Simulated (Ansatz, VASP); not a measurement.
**Two plane-wave programs on LaS**

File INCAR:

```
SYSTEM = LaS
  PREC = Accurate
  ENCUT = 520
  EDIFF = 1E-6
  ISMEAR = 1
  SIGMA = 0.15
  LREAL = .FALSE.
  LASPH = .TRUE.
  NELM = 100
  ALGO = Normal
  ISIF = 2
  LWAVE = .FALSE.
  LCHARG = .FALSE.
  NBANDS = 16
```

Contents of KPOINTS:

```
Automatic mesh
0
G
  8 8 8
  0 0 0
```

The input POSCAR:

```
LaS
1.0
    0.0000000000      2.9073551128      2.9073551128
    2.9073551128      0.0000000000      2.9073551128
    2.9073551128      2.9073551128      0.0000000000
La S
1 1
Direct
    0.0000000000      0.0000000000      0.0000000000
    0.5000000000      0.5000000000      0.5000000000
```

Input for Ansatz:

```yaml
crystal:
  lattice:
    - [0.0, 2.9073551127861195, 2.9073551127861195]
    - [2.9073551127861195, 0.0, 2.9073551127861195]
    - [2.9073551127861195, 2.9073551127861195, 0.0]
  atoms:
    - { symbol: La, position: [0.0, 0.0, 0.0] }
    - { symbol: S, position: [0.5, 0.5, 0.5] }
basis:
  ecutwfc: 500.0
kpoints:
  mp_grid:
    grid: [8, 8, 8]
hamiltonian:
  xc: lda
scf:
  convergence:
    dr2_threshold: 1.0e-07
  occupations:
    method: cold
    width: 0.15
output:
  stress: true
```

Alike in both runs: task single point; functional LDA; k mesh 8 × 8 × 8; no spin polarisation.

```csv
,VASP,Ansatz
version,VASP 6.6.1,Ansatz 0.2.0
potentials or method,"VASP PAW LDA potentials, release 64 (La, S)","plane waves, PAW"
plane-wave cutoff (eV),520,500
occupations,"methfessel-paxton of order 1, width 0.15 eV","cold, width 0.15 eV"
valence electrons in the cell,17,17
```

```csv
,VASP,Ansatz,Ansatz less VASP
pressure (GPa),-2.2,-2.2,+0.04
```

Ansatz warned: «stress_scf_threshold_loose».

The runs have no spin-orbit coupling, so splittings on La are missing.
